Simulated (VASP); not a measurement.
Input:

```xyz
4
Lattice="3.9097 0.0000 0.0000 -1.9548 3.3859 0.0000 0.0000 0.0000 6.4418" Properties=species:S:1:pos:R:3 pbc="T T T"
Ga     0.0000     2.2573     0.0033
Ga     1.9548     1.1286     3.2242
As     0.0000     2.2573     2.4124
As     1.9548     1.1286     5.6333
```

All values below come from PBEsol GGA, VASP's PBE PAW potentials (set 64) (plane waves; VASP). Run with 500 eV cut-off, 7×7×4 Γ-centred mesh, Gaussian smearing of 0.050 eV, potentials Ga_d As.

Question: What does the run give for the energy per atom (σ→0), pressure?

Answer: 
```
Property                        Value
---------------------  --------------
energy per atom (σ→0)  -4.513 eV/atom
pressure                     5.05 GPa
```

The structure was generated: GaAs was put into the wurtzite type (P6_3mc), which need not be its known phase. It was relaxed first under an external pressure of 5 GPa.
